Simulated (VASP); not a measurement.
For cubic BP (zinc blende), LDA (Ceperley-Alder, Perdew-Zunger), VASP's LDA PAW potentials (set 64) (VASP) gives ε∞ = 9.20, a static ε₀ = 9.36 and a transverse optical mode at 819 cm⁻¹.

Q: Estimate the longitudinal optical frequency at Γ.

A: By the Lyddane-Sachs-Teller relation, ω_LO = ω_TO √(ε₀/ε∞) = 819 × √(9.36/9.20) = 826 cm⁻¹.

The compound is BP in the zinc blende structure. It was relaxed first.
